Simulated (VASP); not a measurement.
The input files of a VASP run:

**INCAR**
```
SYSTEM = PbF2
PREC = Accurate
ENCUT = 520
EDIFF = 1E-6
NELM = 60
ALGO = Normal
LREAL = .FALSE.
LASPH = .TRUE.
ISMEAR = 0
SIGMA = 0.05
GGA = PE
LMAXMIX = 4
LWAVE = .FALSE.
LCHARG = .FALSE.
ISIF = 2
```

File KPOINTS:
```
Automatic mesh
0
Gamma
6 6 6
0 0 0
```

### POSCAR
```
PbF2
1
    1.7690560000     1.0213650000     5.3632860000
   -1.7690560000     1.0213650000     5.3632860000
    0.0000000000    -2.0427300000     5.3632860000
Pb F
1 2
Direct
  0.0000000000   0.0000000000   0.0000000000
  0.2520000000   0.2520000000   0.2520000000
  0.7480000000   0.7480000000   0.7480000000
```

POTCAR, in this order: F Pb_d (PBE.64 set). Program: vasp_std.

The run wrote:

File standard output:
```
 POSCAR found type information on POSCAR PbF
 POSCAR found :  2 types and       3 ions
 Reading from existing POTCAR
 Reading from existing POTCAR
 WARNING: type information on POSCAR and POTCAR are incompatible
 POTCAR overwrites the type information in POSCAR
 typ   1 type information:  Pb F
 WARNING: type information on POSCAR and POTCAR are incompatible
 POTCAR overwrites the type information in POSCAR
 typ   2 type information:  F  Pb
 LDA part: xc-table for (Slater+PW92), standard interpolation
 POSCAR, INCAR and KPOINTS ok, starting setup
 WAVECAR not read
 entering main loop
       N       E                     dE             d eps       ncg     rms          rms(c)
DAV:   1     0.385881687197E+03    0.38588E+03   -0.17596E+04  1344   0.208E+03
DAV:   2     0.298521193790E+02   -0.35603E+03   -0.34763E+03  1379   0.503E+02
DAV:   3    -0.947225683856E+01   -0.39324E+02   -0.38318E+02  1793   0.190E+02
DAV:   4    -0.107121590907E+02   -0.12399E+01   -0.12390E+01  1532   0.345E+01
DAV:   5    -0.107487545130E+02   -0.36595E-01   -0.36593E-01  1765   0.593E+00    0.590E+00
DAV:   6    -0.984498986099E+01    0.90376E+00   -0.40544E+00  1934   0.221E+01    0.177E+00
DAV:   7    -0.984974840999E+01   -0.47585E-02   -0.47656E-01  1485   0.545E+00    0.926E-01
DAV:   8    -0.984671781630E+01    0.30306E-02   -0.66559E-02  1644   0.195E+00    0.309E-01
DAV:   9    -0.984444669575E+01    0.22711E-02   -0.12721E-02  2079   0.123E+00    0.112E-01
DAV:  10    -0.984445776088E+01   -0.11065E-04   -0.32466E-03  1974   0.597E-01    0.689E-02
DAV:  11    -0.984437504546E+01    0.82715E-04   -0.43063E-04  2034   0.214E-01    0.100E-02
DAV:  12    -0.984438150211E+01   -0.64566E-05   -0.86088E-05  1492   0.605E-02    0.696E-03
DAV:  13    -0.984438220745E+01   -0.70534E-06   -0.22244E-05  2094   0.514E-02    0.117E-02
DAV:  14    -0.984437966119E+01    0.25463E-05   -0.66127E-06  1776   0.277E-02    0.287E-03
DAV:  15    -0.984437978451E+01   -0.12332E-06   -0.94305E-07   937   0.727E-03
   1 F= -.98443798E+01 E0= -.98437584E+01  d E =-.124268E-02
```

### OUTCAR
```
------------------------ aborting loop because EDIFF is reached ----------------------------------------
  FORCE on cell =-STRESS in cart. coord.  units (eV):
  Direction    XX          YY          ZZ          XY          YZ          ZX
  --------------------------------------------------------------------------------------
  Total        9.5730225      9.5730233      9.6528352      0.0000000     -0.0000000      0.0000000
  in kB      263.7879191    263.7879409    265.9871874      0.0000000     -0.0000000      0.0000000
  external PRESSURE =     264.5210158 kB  Pullay stress =       0.0000000 kB
  volume of cell :       58.14
      direct lattice vectors                 reciprocal lattice vectors
     1.769056000  1.021365000  5.363286000     0.282636615  0.163180319  0.062150952
    -1.769056000  1.021365000  5.363286000    -0.282636615  0.163180319  0.062150952
     0.000000000 -2.042730000  5.363286000     0.000000000 -0.326360638  0.062150952
 POSITION                                       TOTAL-FORCE (eV/Angst)
 -----------------------------------------------------------------------------------
      0.00000      0.00000      0.00000         0.000000     -0.000000     -0.000000
      0.00000      0.00000      4.05464        -0.000000     -0.000000     -2.312156
      0.00000      0.00000     12.03521        -0.000000      0.000000      2.312156
 -----------------------------------------------------------------------------------
    total drift:                               -0.000000      0.000000     -0.000000
  FREE ENERGIE OF THE ION-ELECTRON SYSTEM (eV)
  ---------------------------------------------------
  free  energy   TOTEN  =        -9.8443797845 eV

  energy  without entropy=       -9.8431371026  energy(sigma->0) =       -9.84375844
```
(Selected blocks of OUTCAR.)

**Question.** Read input and log: which fault does this run have?
A. POTCAR lists the elements in another order than POSCAR
B. Methfessel-Paxton smearing was used on a material with a gap
C. LEPSILON was set with a meta-GGA
D. NELM is too small, so the electronic loop ends before EDIFF is met

**Answer.** A, POTCAR lists the elements in another order than POSCAR. The run ends without an error. Against the sound run, the pressure increases by 18.38 GPa; the largest force rises by 2.183 eV/Å; the band gap drops by 3.29 eV.

To mend it, use POTCAR Pb_d F of the PBE.64 set.

The mended run (PBE GGA, plane waves, VASP's PBE PAW potentials (set 64)) converges, and its OSZICAR ends with
```
   1 F= -.13445357E+02 E0= -.13445357E+02  d E =-.587496E-12
```

The structure was generated: PbF2 was put into the CdCl2 type (R-3m), which need not be its known phase. The cell was not relaxed at this level. The electron count is odd and the run is not spin-polarised, which forces a metal.
